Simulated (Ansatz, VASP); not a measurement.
# Sn: VASP beside Ansatz

Wanted: the spread between two codes on one cell, functional and k mesh. The cell is taken from a series of runs on this material, whose earlier steps may have relaxed, scaled, displaced or heated it; both programs get it as it stands.

Calculated with Ansatz 0.2.0; plane waves, with VASP 6.6.1 beside it; zone-centre phonons at PBEsol.

### Step 1. Set-up

Symmetry: R-3m, No. 166, trigonal system. The conventional cell has a = 4.486 Å, b = 4.486 Å, c = 11.546 Å, α = 90.00°, β = 90.00°, γ = 120.00°. Sn has 4 Sn at 2.79 to 2.82 Å nearest.

Structure file:

```xyz
2
Lattice="0.1073 3.2795 3.2795 3.2795 0.1073 3.2795 3.2795 3.2795 0.1073" Properties=species:S:1:pos:R:3 pbc="T T T"
Sn    3.3523    3.3523    3.3523
Sn    4.9804    4.9804    4.9804
```

### Step 2. VASP: zone-centre phonons, PBEsol

Second derivatives magnify differences that forces hide, and they need a tight electronic threshold.

Lines of VASP's logs that name or quote its potential files are left out, and so is its time.

Input file INCAR:

```
SYSTEM = Sn
PREC = Accurate
ENCUT = 500
EDIFF = 1E-08
NELM = 120
ISMEAR = 1
SIGMA = 0.2
LREAL = .FALSE.
ALGO = Normal
GGA = PS
NBANDS = 20
LORBIT = 11
LWAVE = .FALSE.
LCHARG = .FALSE.
ISIF = 2
IBRION = 8
LASPH = .TRUE.
GGA_COMPAT = .FALSE.
KPAR = 2
```

Input file POSCAR:

```
Sn
1.0
    0.1072732141      3.2794518970      3.2794518970
    3.2794518970      0.1072732141      3.2794518970
    3.2794518970      3.2794518970      0.1072732141
Sn
2
Direct
    0.5028806559      0.5028806559      0.5028806559
    0.7471193441      0.7471193441      0.7471193441
```

Input file KPOINTS:

```
Automatic mesh
0
Gamma
12 12 12
0 0 0
```

Potentials, in the order of the species: Sn_d (PBE family, release 64).

On the command line:

```bash
> mpirun -np 2 vasp_std
```

Numbers of over 12 decimals in the logs are rounded to 6 here.

Log:

```text
[banner, memory and clock lines left out]
running    2 mpi-ranks, on    1 nodes
 distrk:  each k-point on    1 cores,    2 groups
 distr:  one band on    1 cores,    1 groups

 POSCAR found type information on POSCAR Sn
 POSCAR found :  1 types and       2 ions
|                                                                             |
|               ----> ADVICE to this user running VASP <----                  |
|                                                                             |
|     You enforced a specific xc type in the INCAR file but a different       |
|     [... a line on the potential file left out ...]
|     I HOPE YOU KNOW WHAT YOU ARE DOING!                                     |
|                                                                             |

 LDA part: xc-table for (Slater+PW92), standard interpolation
 POSCAR, INCAR and KPOINTS ok, starting setup
 FFT: planning ... GRIDC
 FFT: planning ... GRID_SOFT
 FFT: planning ... GRID
 WAVECAR not read
 entering main loop
       N       E                     dE             d eps       ncg     rms          rms(c)
DAV:   1     0.221220395010E+03    0.22122E+03   -0.14691E+04  7624   0.201E+03
DAV:   2     0.146675249540E+02   -0.20655E+03   -0.20290E+03  7592   0.442E+02
DAV:   3    -0.780508173535E+01   -0.22473E+02   -0.22347E+02  8680   0.142E+02
DAV:   4    -0.851691387415E+01   -0.71183E+00   -0.71152E+00  8584   0.286E+01
DAV:   5    -0.854154103984E+01   -0.24627E-01   -0.24627E-01 10472   0.517E+00    0.336E+00
DAV:   6    -0.846489268256E+01    0.76648E-01   -0.46845E-02 10240   0.282E+00    0.190E+00
DAV:   7    -0.842871783862E+01    0.36175E-01   -0.61271E-02  8280   0.269E+00    0.171E-01
DAV:   8    -0.842962864679E+01   -0.91081E-03   -0.72795E-03  8400   0.996E-01    0.611E-02
DAV:   9    -0.842987156420E+01   -0.24292E-03   -0.35611E-04  9564   0.137E-01    0.181E-02
DAV:  10    -0.842988982438E+01   -0.18260E-04   -0.32646E-05  8744   0.556E-02    0.577E-03
DAV:  11    -0.842989241126E+01   -0.25869E-05   -0.48904E-06  9404   0.157E-02    0.204E-03
DAV:  12    -0.842989244713E+01   -0.35871E-07   -0.58085E-07  8656   0.665E-03    0.767E-04
DAV:  13    -0.842989242715E+01    0.19980E-07   -0.39864E-08  7028   0.142E-03    0.281E-04
DAV:  14    -0.842989245069E+01   -0.23544E-07   -0.74787E-09  5384   0.846E-04    0.983E-05
DAV:  15    -0.842989244397E+01    0.67203E-08   -0.15263E-09  4508   0.455E-04
   1 F= -.84298924E+01 E0= -.84299911E+01  d E =0.296071E-03
 Linear response reoptimize wavefunctions to high precision
DAV:   1    -0.842989244764E+01   -0.36721E-08   -0.59277E-10  4724   0.316E-04
DAV:   2    -0.842989244766E+01   -0.14097E-10   -0.24745E-10  4348   0.174E-04
 Linear response DOF=           1
 Linear response progress:
  Degree of freedom:   1/  1
       N       E                     dE             d eps       ncg     rms          rms(c)
RMM:   1    -0.213951871925E+00   -0.21395E+00    0.57759E-01 23852   0.101E+01
RMM:   2    -0.220625974442E+00   -0.66741E-02   -0.19998E-02 33338   0.118E+00    0.718E-02
RMM:   3    -0.220801112289E+00   -0.17514E-03   -0.16582E-03 35044   0.328E-01    0.336E-02
RMM:   4    -0.220715552603E+00    0.85560E-04   -0.11630E-04 34925   0.991E-02    0.116E-02
RMM:   5    -0.220710305346E+00    0.52473E-05   -0.16766E-05 35697   0.334E-02    0.388E-03
RMM:   6    -0.220710296791E+00    0.85555E-08   -0.25572E-06 35150   0.965E-03    0.185E-03
RMM:   7    -0.220707509285E+00    0.27875E-05   -0.28146E-07 35079   0.351E-03    0.309E-04
RMM:   8    -0.220705066512E+00    0.24428E-05    0.37924E-08 36429   0.124E-03    0.245E-04
RMM:   9    -0.220702743305E+00    0.23232E-05    0.26286E-08 36016   0.512E-04    0.564E-05
RMM:  10    -0.220703199326E+00   -0.45602E-06   -0.64888E-09 38050   0.211E-04    0.326E-05
RMM:  11    -0.220703152037E+00    0.47289E-07    0.30761E-08 36524   0.106E-04    0.648E-06
RMM:  12    -0.220703153712E+00   -0.16750E-08    0.77699E-09 38270   0.569E-05    0.578E-06
 first order change of Fermi-energy   0.57361E+00
 force on displaced ion       1 direction 1 :  -8.064  -0.028  -0.028
 Linear response finished
```

OUTCAR, selected parts (step 2):

```text
ion  position               nearest neighbor table
   1  0.503  0.503  0.503-   2 2.79   2 2.79   2 2.79   2 2.82
   2  0.747  0.747  0.747-   1 2.79   1 2.79   1 2.79   1 2.82

  LATTYP: Found a trigonal (rhomboedric) cell.
 ALAT       =     4.6390857970
 COS(alpha) =     0.5324258689

 Subroutine GETGRP returns: Found 12 space group operations
 (whereof  6 operations were pure point group operations)

The static configuration has the point symmetry C_3v.
 The point group associated with its full space group is D_3d.

 Found    189 irreducible k-points:

   k-points           NKPTS =    189   k-points in BZ     NKDIM =    189   number of bands    NBANDS=     20

   dimension x,y,z NGX =    36 NGY =   36 NGZ =   36
   dimension x,y,z NGXF=    72 NGYF=   72 NGZF=   72

   ENCUT  =  500.0 eV  36.75 Ry    6.06 a.u.   8.46  8.46  8.46*2*pi/ulx,y,z

   NELECT =      28.0000    total number of electrons

 k-points in reciprocal lattice and weights: Automatic mesh
   0.00000000  0.00000000  0.00000000       0.001
   0.08333333  0.00000000 -0.00000000       0.003
   0.16666667  0.00000000  0.00000000       0.003
   0.25000000  0.00000000 -0.00000000       0.003
   0.33333333  0.00000000  0.00000000       0.003
   0.41666667  0.00000000  0.00000000       0.003
   0.50000000  0.00000000 -0.00000000       0.002
   0.08333333  0.08333333 -0.00000000       0.003
   0.16666667  0.08333333 -0.00000000       0.007
[...]
-0.41666667  0.50000000  0.41666667       0.003
   0.50000000  0.50000000  0.50000000       0.001

 average (electrostatic) potential at core
       1-101.1442       2-101.1442

  Total        0.7743468      0.7743468      0.7743468     -0.4033051     -0.4033051     -0.4033051
  in kB       18.4949849     18.4949849     18.4949849     -9.6327906     -9.6327906     -9.6327906
  external PRESSURE =      18.4949849 kB  Pullay stress =       0.0000000 kB

  energy-cutoff  :      500.00
  volume of cell :       67.08
      direct lattice vectors                 reciprocal lattice vectors
     0.107273214  3.279451897  3.279451897    -0.160156830  0.155083924  0.155083924
     3.279451897  0.107273214  3.279451897     0.155083924 -0.160156830  0.155083924
     3.279451897  3.279451897  0.107273214     0.155083924  0.155083924 -0.160156830

 POSITION                                       TOTAL-FORCE (eV/Angst)
 -----------------------------------------------------------------------------------
      3.35229      3.35229      3.35229        -0.001298     -0.001298     -0.001298
      4.98043      4.98043      4.98043         0.001298      0.001298      0.001298
 -----------------------------------------------------------------------------------
    total drift:                                0.000000      0.000000      0.000000

 Eigenvectors and eigenvalues of the dynamical matrix
 ----------------------------------------------------

   1 f  =    5.782180 THz    36.330507 2PiTHz  192.872757 cm-1    23.913163 meV
             X         Y         Z           dx          dy          dz
      3.352291  3.352291  3.352291    -0.408248   -0.408248   -0.408248
      4.980430  4.980430  4.980430     0.408248    0.408248    0.408248

   2 f  =    5.752623 THz    36.144795 2PiTHz  191.886843 cm-1    23.790926 meV
             X         Y         Z           dx          dy          dz
      3.352291  3.352291  3.352291    -0.547181    0.433104    0.114077
      4.980430  4.980430  4.980430     0.547181   -0.433104   -0.114077

   3 f  =    5.752623 THz    36.144795 2PiTHz  191.886843 cm-1    23.790926 meV
             X         Y         Z           dx          dy          dz
      3.352291  3.352291  3.352291    -0.184190   -0.381778    0.565968
      4.980430  4.980430  4.980430     0.184190    0.381778   -0.565968

   4 f  =    0.000000 THz     0.000001 2PiTHz    0.000003 cm-1     0.000000 meV
             X         Y         Z           dx          dy          dz
      3.352291  3.352291  3.352291     0.112129    0.696038    0.054390
      4.980430  4.980430  4.980430     0.112129    0.696038    0.054390

   5 f  =    0.000000 THz     0.000000 2PiTHz    0.000002 cm-1     0.000000 meV
             X         Y         Z           dx          dy          dz
      3.352291  3.352291  3.352291    -0.008650   -0.053698    0.705012
      4.980430  4.980430  4.980430    -0.008650   -0.053698    0.705012

   6 f  =    0.000000 THz     0.000000 2PiTHz    0.000001 cm-1     0.000000 meV
             X         Y         Z           dx          dy          dz
      3.352291  3.352291  3.352291     0.698106   -0.112462   -0.000000
      4.980430  4.980430  4.980430     0.698106   -0.112462    0.000000

 ELASTIC MODULI CONTR FROM IONIC RELAXATION (kBar)
 Direction    XX          YY          ZZ          XY          YZ          ZX
 --------------------------------------------------------------------------------
 XX          -2.4003     -1.7868     -1.7868      6.6098     20.3232      7.7366
 YY          -1.7868     -2.4003     -1.7868      7.7366      6.6098     20.3232
 ZZ          -1.7868     -1.7868     -2.4003     20.3232      7.7366      6.6098
 XY           6.6098      7.7366     20.3232   -256.0263     27.4115     27.4115
 YZ          20.3232      6.6098      7.7366     27.4115   -256.0263     27.4115
 ZX           7.7366     20.3232      6.6098     27.4115     27.4115   -256.0263
 --------------------------------------------------------------------------------
```

### Step 3. Ansatz: zone-centre phonons, PBEsol

Ansatz runs on its PAW soft_1 files.

The same cell, functional, mesh and smearing now go to Ansatz, which takes its cutoff from its data sets.

Input file input.yaml:

```yaml
crystal:
  lattice:
    - [0.1072732141, 3.279451897, 3.279451897]
    - [3.279451897, 0.1072732141, 3.279451897]
    - [3.279451897, 3.279451897, 0.1072732141]
  atoms:
    - { symbol: Sn, position: [0.5028806559, 0.5028806559, 0.5028806559] }
    - { symbol: Sn, position: [0.7471193441, 0.7471193441, 0.7471193441] }
kpoints:
  mp_grid: { grid: [12, 12, 12] }
hamiltonian:
  xc: pbesol
  pseudopotentials: { kind: paw, azcp: { folder: soft_1 }, xc_functional: pbe }
scf:
  occupations: { method: methfessel_paxton, width: 0.2 }
output:
  eigenvalues: true
phonons:
  method: dfpt
```

On the command line:

```bash
> ansatz run input.yaml --threads 4 --pin off --max-ram 10240MiB --backend cpu --events-out ev --progress --plain --runs-dir out
```

Log:

```text
Engine: ansatz 0.2.0, x86_64-unknown-linux-gnu
Pseudopotentials: kind: paw
Pseudopotential: Sn, paw, valence charge 14, recommended cutoff 420 eV (normal), soft_1/Sn.paw.azcp
Functional definition: PBEsol
  exchange = pbesol_x
  correlation = pbesol_c
Crystal: 2 atoms, lattice volume = 67.080 Å³
Basis set: ecut = 420 eV, 1309 PW (Γ), exchange–correlation on 64×64×64 points (8 copies of the dense FFT grid, shifted against one another)
Bands: 18, of which v1, the nominal top of the filled ones, is band 14 counted from 1 (13 counted from 0)
Symmetry: 12 space group operations
k-points: 476 of 1728 (irreducible under 2 space group operations, time reversal used)
Non-local potential: Sn, projectors of the file, l = 0: 2, l = 1: 2, l = 2: 2, l = 3: 1
PAW form: soft (Blöchl's): semilocal exchange-correlation on the pseudo side does not see the compensation charge
PAW frozen core: Sn, regenerated for the run's functional, and the local potential with it (the file was generated under x = pbe(κ = 0.804, μ = 0.219515), c = pbe(β = 0.066725))
PAW one-centre angular grid: Sn, 590 points (default); XC on 64 Gauss nodes
Initial density: superposition of atomic densities (chi_scale 0.1, normalization cell)
Initial wavefunctions: pseudopotential atomic-orbital guess
Functional: x = pbesol(κ = 0.804, μ = 0.123457), c = pbesol(β = 0.046)
SCF iter   1: F=—  HF=-11899.685462 eV  |F-HF|=—  |Δ(HF+E_count)|=         —  Δρ=2.23e-2  dr2=3.52e-1  ethr=3.10e-3  ⟨swp⟩=5.6  Hψ=45374  notcnv=0
preconditioner: auto → Kerker (q_TF=auto, 2.359 Å⁻¹)  [metal: Δε(μ)=0.120 eV  Ē_g=20.016 eV  σ=0.200 eV  W_gap=0.45  n_scr=14 (ndim 8)  ℏωp=24.0 eV  f_vac=0.002  D(μ)=0.13/eV (n_scr^D=0)]
SCF iter   2: F=—  HF=-11899.642661 eV  |F-HF|=—  |Δ(HF+E_count)|=   4.28e-2  S|Δr|=    0.00e0  Δρ=1.45e-2  dr2=1.68e-1  ethr=1.26e-3  ⟨swp⟩=1.0  Hψ=12387  notcnv=0
preconditioner: auto → none  [insulator: Δε(μ)=0.143 eV  Ē_g=20.142 eV  σ=0.200 eV  W_gap=0.51  n_scr=14 (ndim 8)  ℏωp=24.0 eV  f_vac=0.005  D(μ)=0.13/eV (n_scr^D=0)  ε∞_Penn≈2.4]
SCF iter   3: F=—  HF=-11899.611928 eV  |F-HF|=—  |Δ(HF+E_count)|=   3.07e-2  S|Δr|=    0.00e0  Δρ=2.72e-3  dr2=5.14e-3  ethr=6.01e-4  ⟨swp⟩=2.0  Hψ=10972  notcnv=0
SCF iter   4: F=—  HF=-11899.610313 eV  |F-HF|=—  |Δ(HF+E_count)|=   1.61e-3  S|Δr|=    0.00e0  Δρ=6.42e-4  dr2=2.48e-4  ethr=1.83e-5  ⟨swp⟩=2.0  Hψ=15236  notcnv=0
SCF iter   5: F=—  HF=-11899.610564 eV  |F-HF|=—  |Δ(HF+E_count)|=   2.51e-4  S|Δr|=    0.00e0  Δρ=1.48e-4  dr2=2.02e-5  ethr=8.86e-7  ⟨swp⟩=2.0  Hψ=15261  notcnv=0
SCF iter   6: F=—  HF=-11899.610568 eV  |F-HF|=—  |Δ(HF+E_count)|=   3.43e-6  S|Δr|=    0.00e0  Δρ=4.58e-5  dr2=1.59e-6  ethr=7.20e-8  ⟨swp⟩=2.1  Hψ=15121  notcnv=0
SCF iter   7: F=—  HF=-11899.610567 eV  |F-HF|=—  |Δ(HF+E_count)|=   4.58e-7  S|Δr|=    0.00e0  Δρ=8.45e-6  dr2=2.43e-8  ethr=5.69e-9  ⟨swp⟩=2.0  Hψ=15221  notcnv=0
SCF iter   8: F=—  HF=-11899.610568 eV  |F-HF|=—  |Δ(HF+E_count)|=   5.24e-8  S|Δr|=    0.00e0  Δρ=6.69e-7  dr2=4.67e-10  ethr=8.69e-11  ⟨swp⟩=2.9  Hψ=15819  notcnv=0
SCF iter   9: F=-11899.610568 eV  HF=-11899.610568 eV  |F-HF|=3.64e-12  |Δ(HF+E_count)|=  1.76e-10  S|Δr|=    0.00e0  Δρ=1.07e-7  dr2=5.97e-12  ethr=1.00e-12  ⟨swp⟩=6.5  Hψ=54215  notcnv=0
SCF 1 converged in 9 iterations: F = -11899.610568 eV  dr2 = 5.97e-12
  greatest PAW one-centre occupation: 0.991 electrons in one spin orbital (limit 2), on the Sn atom at site 1 (counted from 0), in its partial waves of l = 2
DFPT response loops at Γ: preconditioner auto → Kerker (q_TF=auto, 2.359 Å⁻¹) (partly filled bands, converged f_vac=0.076); β = 1.00, the filter's whole step (`scf.mixing.beta` (0.50) is not read by the response loops under this deck's `scf.mixing.preconditioner`; to damp them name `kerker` or `kerker_dos`, under which they read `scf.mixing.beta`, and type it under 1.00, their step now; both keys bind the ground state too); Broyden in place of MSR1
SCF converged after 9 iterations
Stability not checked: this state was not tested for a lower state beside it, because cold or Methfessel-Paxton smearing, or corrected tetrahedra, fill the levels in a way that the test cannot read (fill_not_monotonic; see scf.lower_state_search)
Free energy (F): -11899.610568 eV
Harris-Foulkes:  -11899.610568 eV  (|F-HF|=3.64e-12)
Internal energy: -11899.610868 eV  (E = F + TS)
E sigma→0 (E₀):  -11899.610643 eV
Entropy (-TS):   0.000301 eV (0.150 meV/atom)
Fermi energy:    7.992848 eV
--- Per-component energies (eV) ---
  E_band       = -244.085335
  E_kinetic    = 337.873622
  E_local      = -2597.660199  (includes V_loc(G=0)·N_el)
  E_nonlocal   = 294.005728
  E_hartree    = 1265.724232
  E_xc         = -249.437057
  E_vxc        = -160.941320  (∫ρ·V_xc dr)
  E_paw        = -8592.766935  (= ΣΔE_a)
  E_vpaw       = -648.812269  (= ΣTr[D̂ρ^β])
  E_aug_tail   = 0.000575  (compensation charges beyond the density's cutoff)
  E_ewald      = -2357.920513
  E_core_change = 0.569679  (= ΣΔE_core)
  E_smearing   = 0.000301  (= −TS)
  E_closure    = -0.000000  (closes the sum)
  Σ components = -11899.610568   (vs F -11899.610568, Δ=0.00e0)
--- Band table (eV; the first three rows and the last of 476) ---
  k-point 0: bands = [... 10 lower, -2.7868, 7.3119, 7.7308, 8.2159, 8.2159, 10.0188, 10.2245, 10.2245]
  k-point 1: bands = [... 10 lower, -2.7161, 6.4853, 7.6614, 8.0544, 8.4299, 10.2112, 10.4144, 10.5401]
  k-point 2: bands = [... 10 lower, -2.5068, 5.2289, 7.3555, 7.7169, 8.4040, 10.5283, 10.7923, 11.4692]
  k-point 475: bands = [... 10 lower, -1.2828, 1.4797, 7.0469, 7.0469, 8.3922, 11.3677, 11.3677, 13.6908]
--- Phonons (Γ-DFPT): 1 representative perturbation + reference, on 476 of 1728 k-points (Σ response iterations 3) ---
  k mesh reduced under 2 symmetry operations, with k and −k counted as one. Each operation leaves every solved perturbation unchanged. A smaller set is not used because it would not reduce the number of displacements times k-points to solve
  ASR residual: 4.020e-5 → 0.000e0 eV/Å²; symmetrization residual: 2.927e-12 eV/Å²
  ASR residual per site (eV/Å²): 4.02e-5 4.02e-5
  Γ frequencies (cm⁻¹): 0.00 0.00 0.00 191.87 191.87 192.94
  non-analytic LO–TO correction: not included (Born effective charges unavailable; polar crystals: no LO–TO splitting at Γ)
```

### Step 4. Differences

Known differences besides the potentials themselves: the cutoff is 420 eV in Ansatz and 500 eV in VASP; Ansatz makes its cores anew for this functional, VASP keeps those of its PBE data sets. Total energies have different zeros and are not compared.

Both answers:

| quantity | Ansatz | VASP | difference |
| --- | --- | --- | --- |
| optical mode 1 to 2 (cm⁻¹) | 191.9 | 191.9 | -0.01 % |
| optical mode 3 (cm⁻¹) | 192.9 | 192.9 | +0.03 % |

Modes are paired by rising frequency, not by their patterns, so a pair may set unlike modes beside each other; they are those without the splitting of longitudinal modes.

### Step 5. What came out

```
r.m.s. difference of the optical zone-centre modes, each program's sorted by frequency (zone-centre phonons, PBEsol) : 0.041 cm⁻¹
```

The r.m.s. difference of the optical zone-centre modes, each program's sorted by frequency is 0.041 cm⁻¹ (zone-centre phonons, PBEsol). How closely two codes agree says nothing of how well the functional describes the real material.

[Lines on the potential files, build, host, timing and source positions are cut from VASP's logs without a mark.]

[Logs are printed without paths, hosts, clocks, repeated set-up lines and the standing remarks that a program may print on its own settings, such as how far it seeks lower states.]

[Hosts, paths, dates, database ids (printed as entryN), source tags and the programs' standing remarks are cut or masked in the printed files.]
